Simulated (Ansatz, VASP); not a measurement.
# ZrTiGe2: VASP beside Ansatz, part 2 of 2

One calculation is typed for both programs; each brings its own data sets and cutoff. How far apart do they land? The cell is invented: As first built, before any earlier steps moved the atoms (in the runner's words): it takes the ZrTiC2 structure with some of its atoms replaced by other elements, volume scaled by an estimate. It may not be a known or stable phase. The cell is taken from a series of VASP runs on this material, whose earlier steps may have relaxed, scaled or displaced it; both programs get it as it stands.

VASP 6.6.1 and Ansatz 0.2.0.

So far: Starting point; Ansatz: band structure, r2SCAN.

**3. VASP: band structure, r2SCAN**

Level of this step: r2SCAN; plane waves and PAW (Zr_sv, Ge_d, Ti_sv); invented cell (VASP).

The same cell, functional, mesh and smearing now go to VASP, with its own data sets and cutoff.

Lines of VASP's logs that name or quote its potential files are left out, and so is its time.

INCAR reads:

```
SYSTEM = ZrTiGe2
PREC = Accurate
ENCUT = 410
EDIFF = 1E-06
NELM = 100
ISMEAR = -1
SIGMA = 0.05
LREAL = .FALSE.
ALGO = Normal
METAGGA = R2SCAN
LASPH = .TRUE.
NBANDS = 40
LORBIT = 11
LWAVE = .FALSE.
LCHARG = .FALSE.
KPAR = 2
```

POSCAR reads:

```
ZrTiGe2
1.0
    1.9187872155      1.1078125613      5.9046388265
   -1.9187872155      1.1078125613      5.9046388265
    0.0000000000     -2.2156240278      5.9046388233
Zr Ge Ti
1 2 1
Direct
    0.0000000000      0.0000000000      0.0000000000
    0.2439297209      0.2439297209      0.2439297209
    0.7560702791      0.7560702791      0.7560702791
    0.5000000000      0.5000000000      0.5000000000
```

KPOINTS reads:

```
Automatic mesh
0
Gamma
6 6 6
0 0 0
```

KPOINTS_OPT reads:

```
Line mode
16
Line-mode
Reciprocal
  0.00000000   0.00000000   0.00000000 GAMMA
  0.50000000   0.00000000   0.00000000 L

  0.50000000   0.00000000   0.00000000 L
  0.50000000   0.19013349  -0.19013349 B1

  0.80986651   0.50000000   0.19013349 B
  0.50000000   0.50000000   0.50000000 Z

  0.50000000   0.50000000   0.50000000 Z
  0.00000000   0.00000000   0.00000000 GAMMA

  0.00000000   0.00000000   0.00000000 GAMMA
  0.34506675   0.00000000  -0.34506675 X

  0.65493325   0.34506675   0.00000000 Q
  0.50000000   0.50000000   0.00000000 F

  0.50000000   0.50000000   0.00000000 F
  0.65493325   0.65493325   0.19013349 P1

  0.65493325   0.65493325   0.19013349 P1
  0.50000000   0.50000000   0.50000000 Z

  0.50000000   0.00000000   0.00000000 L
  0.80986651   0.34506675   0.34506675 P
```

The projector-augmented-wave data sets are Zr_sv, Ge_d and Ti_sv (PBE family, release 64).

Launch:

```console
> mpirun -np 2 vasp_std
```

Numbers of over 12 decimals in the logs are rounded to 6 here.

The program printed:

```text
[banner, memory and clock lines left out]
running    2 mpi-ranks, on    1 nodes
 distrk:  each k-point on    1 cores,    2 groups
 distr:  one band on    1 cores,    1 groups

 POSCAR found type information on POSCAR ZrGeTi
 POSCAR found :  3 types and       4 ions
|                                                                             |
|               ----> ADVICE to this user running VASP <----                  |
|                                                                             |
|     You enforced a specific xc type in the INCAR file but a different       |
|     [... a line on the potential file left out ...]
|     I HOPE YOU KNOW WHAT YOU ARE DOING!                                     |
|                                                                             |

 LDA part: xc-table for (None), standard interpolation
 POSCAR, INCAR and KPOINTS ok, starting setup
 FFT: planning ... GRIDC
 FFT: planning ... GRID_SOFT
 FFT: planning ... GRID
 WAVECAR not read
 entering main loop
       N       E                     dE             d eps       ncg     rms          rms(c)
DAV:   1     0.513561904748E+03    0.51356E+03   -0.21989E+04  3368   0.272E+03
DAV:   2     0.143827797673E+02   -0.49918E+03   -0.47442E+03  2624   0.730E+02
DAV:   3    -0.736063981063E+02   -0.87989E+02   -0.86326E+02  3352   0.181E+02
DAV:   4    -0.806935565765E+02   -0.70872E+01   -0.69592E+01  3760   0.511E+01
DAV:   5    -0.809228219849E+02   -0.22927E+00   -0.22923E+00  3344   0.890E+00    0.196E+01
DAV:   6    -0.669692019794E+02    0.13954E+02   -0.16115E+01  3368   0.415E+01    0.879E+00
DAV:   7    -0.666221914208E+02    0.34701E+00   -0.15373E+01  3048   0.186E+01    0.541E+00
DAV:   8    -0.661762604447E+02    0.44593E+00   -0.12394E+00  3608   0.535E+00    0.164E+00
DAV:   9    -0.662043483924E+02   -0.28088E-01   -0.13654E-01  3056   0.199E+00    0.870E-01
DAV:  10    -0.662156990137E+02   -0.11351E-01   -0.21588E-02  3568   0.129E+00    0.265E-01
DAV:  11    -0.662169793716E+02   -0.12804E-02   -0.26221E-03  3472   0.332E-01    0.856E-02
DAV:  12    -0.662169708926E+02    0.84790E-05   -0.39014E-04  3496   0.154E-01    0.414E-02
DAV:  13    -0.662169715559E+02   -0.66323E-06   -0.50898E-05  3192   0.508E-02    0.772E-03
DAV:  14    -0.662169671430E+02    0.44128E-05   -0.54911E-06  2984   0.197E-02    0.408E-03
DAV:  15    -0.662169671861E+02   -0.43115E-07   -0.46338E-07  1864   0.529E-03
   1 F= -.66216967E+02 E0= -.66213099E+02  d E =-.773580E-02
 Start KPOINTS_OPT (optional k-point list driver)
k-point batch [1-32\144]
       N       E                     dE             ncg
DAV:   1    -0.468680133773E+04   -0.42126E+05     3376
DAV:   2    -0.207473770315E+05   -0.16061E+05     2560
DAV:   3    -0.234902233306E+05   -0.27428E+04     3368
DAV:   4    -0.236893194292E+05   -0.19910E+03     3656
DAV:   5    -0.236976548707E+05   -0.83354E+01     3416
DAV:   6    -0.236977809516E+05   -0.12608E+00     3456
DAV:   7    -0.236977869228E+05   -0.59712E-02     3536
DAV:   8    -0.236977869904E+05   -0.67610E-04     3456
DAV:   9    -0.236977869918E+05   -0.13686E-05     2040
DAV:  10    -0.236977869920E+05   -0.23584E-06     1984
[...]
k-point batch [129-144\144]
       N       E                     dE             ncg
DAV:   1     0.130292648505E+05   -0.26238E+05     1688
DAV:   2     0.492742311808E+04   -0.81018E+04     1288
DAV:   3     0.355322038976E+04   -0.13742E+04     1728
DAV:   4     0.345744241383E+04   -0.95778E+02     1784
DAV:   5     0.345316565511E+04   -0.42768E+01     1680
DAV:   6     0.345310274661E+04   -0.62909E-01     1704
DAV:   7     0.345309931714E+04   -0.34295E-02     1736
DAV:   8     0.345309928708E+04   -0.30063E-04     1720
DAV:   9     0.345309928631E+04   -0.77170E-06      960
```

OUTCAR, selected parts (step 3):

```text
ion  position               nearest neighbor table
   1  0.000  0.000  0.000-   3 2.72   2 2.72   3 2.72   3 2.72   2 2.72   2 2.72
   2  0.244  0.244  0.244-   4 2.60   4 2.60   4 2.60   1 2.72   1 2.72   1 2.72
   3  0.756  0.756  0.756-   4 2.60   4 2.60   4 2.60   1 2.72   1 2.72   1 2.72
   4  0.500  0.500  0.500-   2 2.60   3 2.60   2 2.60   2 2.60   3 2.60   3 2.60

  LATTYP: Found a trigonal (rhomboedric) cell.
 ALAT       =     6.3066435384
 COS(alpha) =     0.8148656274

 Subroutine GETGRP returns: Found 12 space group operations
 (whereof 12 operations were pure point group operations)

The static configuration has the point symmetry D_3d.

 Found     32 irreducible k-points:

   k-points           NKPTS =     32   k-points in BZ     NKDIM =     32   number of bands    NBANDS=     40

   dimension x,y,z NGX =    42 NGY =   42 NGZ =   42
   dimension x,y,z NGXF=    84 NGYF=   84 NGZF=   84

   ENCUT  =  410.0 eV  30.13 Ry    5.49 a.u.  10.41 10.41 10.41*2*pi/ulx,y,z

   NELECT =      52.0000    total number of electrons

 k-points in reciprocal lattice and weights: Automatic mesh
   0.00000000  0.00000000  0.00000000       0.005
   0.16666667  0.00000000 -0.00000000       0.028
   0.33333333  0.00000000 -0.00000000       0.028
   0.50000000 -0.00000000 -0.00000000       0.014
   0.16666667  0.16666667 -0.00000000       0.028
   0.33333333  0.16666667 -0.00000000       0.056
   0.50000000  0.16666667 -0.00000000       0.056
  -0.33333333  0.16666667 -0.00000000       0.056
  -0.16666667  0.16666667  0.00000000       0.028
[...]
-0.33333333  0.50000000  0.33333333       0.028
   0.50000000  0.50000000  0.50000000       0.005

 average (electrostatic) potential at core
       1 -81.3407       2 -75.4230       3 -75.4230       4 -77.9185

 E-fermi :   8.0354

 k-point     1 :       0.0000    0.0000    0.0000
  band No.  band energies     occupation
    ...
     21       2.8106      2.00000
     22       5.4700      2.00000
     23       5.4700      2.00000
     24       8.0420      0.93447
     25       8.0420      0.93446
     26       8.5145      0.00014
     27       8.6340      0.00001
     28       8.6340      0.00001
     29      10.1786      0.00000
     30      10.1786      0.00000
    ...

 k-point     2 :       0.1667    0.0000   -0.0000
  band No.  band energies     occupation
    ...
     22       5.3327      2.00000
     23       5.6412      2.00000
     24       6.8822      2.00000
     25       7.4449      1.99999
     26       7.5447      1.99989
     27       8.5381      0.00009
     28       8.7745      0.00000
     29       9.8489      0.00000
     30       9.9205      0.00000
     31      10.6731      0.00000
    ...

 k-point     3 :       0.3333    0.0000   -0.0000
  band No.  band energies     occupation
    ...
     22       4.7802      2.00000
     23       5.0932      2.00000
     24       5.9748      2.00000
     25       6.3341      2.00000
     26       6.8135      2.00000
     27       8.7247      0.00000
     28       9.2507      0.00000
     29       9.5609      0.00000
     30      10.1143      0.00000
     31      10.2988      0.00000
    ...

  Total       -0.2351536     -0.2351536      0.1964091     -0.0000000      0.0000000      0.0000000
  in kB       -5.0029329     -5.0029318      4.1786366     -0.0000000      0.0000003      0.0000000
  external PRESSURE =      -1.9424094 kB  Pullay stress =       0.0000000 kB

  energy-cutoff  :      410.00
  volume of cell :       75.31
      direct lattice vectors                 reciprocal lattice vectors
     1.918787216  1.107812561  5.904638827     0.260581265  0.150446680  0.056452780
    -1.918787216  1.107812561  5.904638827    -0.260581265  0.150446680  0.056452780
     0.000000000 -2.215624028  5.904638823     0.000000000 -0.300893359  0.056452808

 POSITION                                       TOTAL-FORCE (eV/Angst)
 -----------------------------------------------------------------------------------
      0.00000      0.00000      0.00000         0.000000      0.000000     -0.000000
      0.00000      0.00000      4.32095         0.000000      0.000000      0.006539
      0.00000      0.00000     13.39297         0.000000     -0.000000     -0.006539
      0.00000      0.00000      8.85696        -0.000000      0.000000      0.000000
 -----------------------------------------------------------------------------------
    total drift:                               -0.000000     -0.000000      0.000000

  FREE ENERGIE OF THE ION-ELECTRON SYSTEM (eV)
  ---------------------------------------------------
  free  energy   TOTEN  =       -66.2169671861 eV

  energy  without entropy=      -66.2092313827  energy(sigma->0) =      -66.21309928

 total charge
# of ion       s       p       d       tot
------------------------------------------
    1        2.144   5.981   1.618   9.743
    2        1.140   1.434  10.002  12.576
    3        1.140   1.434  10.002  12.576
    4        2.155   6.119   1.906  10.180
--------------------------------------------------
tot          6.579  14.968  23.529  45.075

[... 3 further parts left out ...]
```

Spin-orbit coupling is off here; it would split degenerate levels.

**4. Differences**

Known differences besides the potentials themselves: VASP keeps PBE cores, Ansatz makes them for the functional; the cutoff is 500 eV in Ansatz and 410 eV in VASP. Total energies have different zeros and are not compared.

Compared:

```tsv
quantity	Ansatz	VASP	difference
pressure (GPa)	0.03	-0.19	+0.22
pressure without Ansatz's Pulay correction (GPa)	-0.05	-0.19	+0.15
```

At this near-relaxed geometry the largest component of a force difference is 14 meV/Å. Levels from 3 eV below to 2 eV above the Fermi level differ by 4 meV r.m.s. and 9 meV at most; each VASP level is matched to the nearest of Ansatz, which flatters the figure a little. Ansatz's pressure holds a Pulay correction of 0.07 GPa; VASP's holds none.

**5. Summary of results**

```yaml
r_m_s_difference_of_levels_near_the_fermi_level_band_structure_r2scan: 4.3 meV
```

What this shows: The r.m.s. difference of levels near the Fermi level is 4.3 meV (band structure, r2SCAN), within the 80 meV picked in this series as the mark of a large difference. How closely two codes agree says nothing of how well the functional describes the real material.

[Lines on the potential files, build, host, timing and source positions are cut from VASP's logs without a mark.]

[Logs are printed without paths, hosts, clocks, repeated set-up lines and the standing remarks that a program may print on its own settings, such as how far it seeks lower states.]

[Hosts, paths, dates, database ids (printed as entryN), source tags and the programs' standing remarks are cut or masked in the printed files.]
